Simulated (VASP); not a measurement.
# LiF (Griceite): excitons from the Bethe-Salpeter equation, part 3 of 3

Aim: the optical spectrum of LiF (Griceite) with the electron-hole interaction. The cell is of the rock-salt type, one of the forms listed for this formula, which need not be the common one. The start is a cell from a database of measured crystal structures.

VASP 6.6.1, plane waves and PAW; the level of theory is named at each step.

So far. Step 3 (Empty bands): WAVECAR now holds 40 bands for 8 electrons. Its independent-particle dielectric tensor has xx, yy, zz = 2.1, 2.1, 2.1 on this mesh. It isn't tested for convergence in mesh or bands and lacks local fields, and at a small direct gap a coarse mesh makes it too large, which overscreens the GW step. Step 4 (G0W0): GW takes the gap from 9.047 to 13.277 eV. The value holds for 40 bands, ENCUTGW = 100 eV and this mesh, and isn't shown to be converged in them.

### 5. BSE, Tamm-Dancoff (continued)

Level of this step: BSE on G0W0 on PBE; plane waves and PAW (F_GW, Li_GW) (VASP).

Some of the lowest 40 states alone, with states under 2.5 meV apart joined, scaled to the strongest line shown. Lines of the exciton spectrum (strongest = 100):

```csv
position (eV),lines merged,oscillator strength
10.687,3,100
12.012,3,66
12.674,3,0.0
12.687,2,0.0
12.803,3,0.0
12.832,2,0.0
12.895,3,0.0
13.370,3,11
13.393,3,0.0
13.405,2,0.0
14.000,3,0.2
14.072,3,0.0
14.359,1,0.0
14.391,3,0.0
14.416,1,0.0
```

The lowest excitation lies at 10.687 eV, -2590 meV against the direct gap of these orbitals. No second mesh in this session tests these energies, peaks and heights.

### 6. Independent quasiparticles

This step: BSE on G0W0 on PBE, independent quasiparticles; plane waves and PAW (F_GW, Li_GW) (VASP 6.6.1).

With LADDER and LHARTREE off the pairs don't interact at all, so the lowest line must equal the direct gap.

INCAR reads:

```
SYSTEM = LiF
PREC = Accurate
ENCUT = 520
ISMEAR = 0
SIGMA = 0.01
LREAL = .FALSE.
GGA = PE
NBANDS = 40
ALGO = BSE
NBANDSO = 3
NBANDSV = 4
OMEGAMAX = 25
NEDOS = 1000
CSHIFT = 0.1
PRECFOCK = Fast
LWAVE = .FALSE.
LCHARG = .FALSE.
ENCUTGW = 100
ANTIRES = 0
LADDER = .FALSE.
LHARTREE = .FALSE.
```

POSCAR reads:

```
LiF
1.0
    0.0000000000      2.0140000000      2.0140000000
    2.0140000000      0.0000000000      2.0140000000
    2.0140000000      2.0140000000      0.0000000000
F Li
1 1
Direct
    0.5000000000      0.5000000000      0.5000000000
    0.0000000000      0.0000000000      0.0000000000
```

KPOINTS reads:

```
Automatic mesh
0
Gamma
4 4 4
0 0 0
```

PAW data sets: F_GW and Li_GW (PBE family, release 64).

Command:

```bash
mpirun -np 8 vasp_std
```

Output:

```text
[banner, memory and clock lines left out]
 LDA part: xc-table for (Slater+PW92), standard interpolation
 found WAVECAR, reading the header
 POSCAR, INCAR and KPOINTS ok, starting setup
 FFT: planning ... GRIDC
 FFT: planning ... GRID_SOFT
 FFT: planning ... GRID
 reading WAVECAR
 the WAVECAR file was read successfully
 initial charge from wavefunction
 available memory per node:     32.82 GB, setting MAXMEM to     33606

 Doing            0  frequencies on each core in blocks of            0
 parallelization over k-points
 Using distributed matrix
 Using distributed eigensolver
 allocating two-electron 4 orbital integral table    3    4    3    4
 BSE setting up matrix
 available memory per node:     32.81 GB, setting MAXMEM to     33600
 Calculate matrix elements of the BSE Hamiltonian:
 Workload is divided into blocks of two-electron 4 orbital integrals computed in
  parallel.
 Each block/integral has dimensions  of (   3,   4,   3,   4) orbitals
 Total number of blocks/integrals:                 2080
 Number of spins:                                     1
 Number of kpoints:                                  64
 Spin channel:                                        1
  Number of blocks of unoccupied bands:               1
  Number of blocks of occupied bands:                 1
 Number of rows/columns of blocks:                   64

                                                        Time (sec)
               Integrals                 Ranks       Real         CPU
  [         1 -        512/      2080]     8         0.02        0.00
  [       513 -       1024/      2080]     8         0.04        0.00
  [      1025 -       1536/      2080]     8         0.05        0.00
  [      1537 -       2048/      2080]     8         0.07        0.00
  [      2049 -       2080/      2080]     8         0.08        0.00

[... 7 parts as in an earlier step ...]
```

Run time: 1 s. Hardware: 8 MPI ranks of AMD EPYC 9R45, shared host; peak memory 0.76 GiB.

OUTCAR, selected parts (step 6):

```text
   NELECT =       8.0000    total number of electrons

 E-fermi :   0.8665

[... 8 parts as in an earlier step ...]

[... 2 further parts left out ...]
```

This step gave:

- lowest excitation: 13.28 eV

The imaginary dielectric function, xx has structure finer than the step of the table below, so its rows give means over 0.5 eV, whole bins alone (the curve runs from 0 to 25 eV). Peaks (eV: height): 14.89: 6.31, 15.39: 3.89, 17.04: 5.40, 18.42: 5.65, 21.47: 3.78, 23.47: 3.15, 24.67: 2.91.

From 3 filled and 4 empty bands alone, without any pair above OMEGAMAX = 25 eV, so strength is missing wherever others contribute; lines are broadened by CSHIFT, which also makes the tail under the first line. Imaginary dielectric function, xx against photon energy; means over each step:

```csv
photon energy (eV),"imaginary dielectric function, xx"
1.5,5.1e-4
2.0,6.8e-4
2.5,8.6e-4
3.0,0.00106
3.5,0.00126
4.0,0.00150
4.5,0.00173
5.0,0.00200
5.5,0.00230
6.0,0.00263
6.5,0.00298
7.0,0.00344
7.5,0.00393
8.0,0.00453
8.5,0.00525
9.0,0.00612
9.5,0.00719
10.0,0.00862
10.5,0.0105
11.0,0.0133
11.5,0.0175
12.0,0.0253
12.5,0.0463
13.0,0.326
13.5,0.457
14.0,0.144
14.5,0.631
15.0,3.17
15.5,2.02
16.0,0.312
16.5,0.988
17.0,2.85
17.5,0.566
18.0,0.780
18.5,2.77
19.0,1.11
19.5,0.246
20.0,0.138
20.5,0.417
21.0,0.742
21.5,2.38
22.0,1.70
22.5,1.22
23.0,1.57
23.5,2.02
24.0,1.95
24.5,2.01
```

The lowest excitation lies at 13.277 eV, +2590 meV against the Tamm-Dancoff singlet. No second mesh in this session tests these energies, peaks and heights.

### 7. Summary

This step: BSE on G0W0 on PBE; plane waves and PAW (VASP 6.6.1).

Derived from the runs above.

Cost is wall time times ranks on a shared host, for this step alone, without the steps before it. Excitations by level:

```csv
level,first excitation (eV),cost (core minutes)
"BSE, Tamm-Dancoff",10.69,0.19
independent quasiparticles,13.28,0.13
```

### 8. Results

```
BSE, Tamm-Dancoff          : lowest vertical excitation 10.687 eV; direct gap 13.277 eV
independent quasiparticles : lowest vertical excitation 13.277 eV; direct gap 13.277 eV
```

**Reading.** The Bethe-Salpeter equation puts the lowest vertical singlet excitation at 10.687 eV, 2.59 eV below the direct gap of 13.277 eV; the states within 10 meV of it carry 100 % of the strength of the strongest such group among the lowest 40 states. The spectra were run on one mesh, so the distance from the gap isn't shown to be converged; coarse meshes tend to overstate it. Bands, response cutoff and mesh of the GW step weren't tested in this session. Only the bands set by NBANDSO and NBANDSV form pairs, and any pair above OMEGAMAX = 25 eV is dropped, so the spectrum is that of this window; the window can cut degenerate bands. Not tabulated here, as repeats of values shown or as unfit to read for their mesh, reference level or band range: eps2 curves (empty bands); eps1 curves and static values (BSE, empty bands, independent quasiparticles); line lists of runs without attraction (independent quasiparticles).

[Lines on the potential files, build, host, timing and source positions are cut from VASP's logs without a mark.]

[Logs are printed without paths, hosts, clocks, repeated set-up lines and the standing remarks that a program may print on its own settings, such as how far it seeks lower states.]

[Hosts, paths, dates, database ids (printed as entryN), source tags and the programs' standing remarks are cut or masked in the printed files.]

[Pressures printed for these runs are not shown converged in the cutoff: they can be off by several GPa and have the wrong sign.]

[In band tables of VASP the shares of atoms and orbitals are scaled to a sum of 1 inside the atoms' spheres.]
